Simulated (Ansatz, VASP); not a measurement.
**Two plane-wave programs on ZrNb2N4**

```
CELL_PARAMETERS angstrom
3.14288 0.09902 0.06628
-0.16455 5.25039 0.02988
-0.05817 -1.72407 5.21238
ATOMIC_POSITIONS crystal
Zr 0.50000 0.00000 0.50000
Nb 0.00000 0.00000 0.00000
Nb 0.50000 0.50000 0.00000
N 0.49996 0.77109 0.78183
N 0.00010 0.25322 0.75606
N 0.99990 0.74678 0.24394
N 0.50004 0.22891 0.21817
```

Change from the starting cell: species swapped into the KMn2O4 type (P-1, No. 2).

Alike in both runs: functional PBE; k mesh 4 × 3 × 2; occupations gaussian, width 0.15 eV; no spin polarisation.

Ansatz relaxed the structure, and its values are those at the end. VASP's run is a single point on that final structure, the one shown.

|  | VASP | Ansatz |
| --- | --- | --- |
| version | VASP 6.6.1 | Ansatz 0.2.0 |
| potentials or method | VASP PAW PBE potentials, release 64 (Zr_sv, Nb_sv, N) | scalar-relativistic, plane waves, PAW |
| plane-wave cutoff (eV) | 520 | 420 |
| valence electrons in the cell | 58 | 58 |

```csv
,VASP,Ansatz,Ansatz less VASP
gap on the k mesh at the Fermi level (eV),none,none,-
pressure (GPa),0.0,0.2,+0.22
rms of the force components (eV/Å),0.014,0.005,-0.0091
```

A gap of «none» marks a metal or a gap that the smearing closes.

Caveats: the k mesh is coarse (spacing up to 0.60 Å⁻¹), so the values aren't converged.
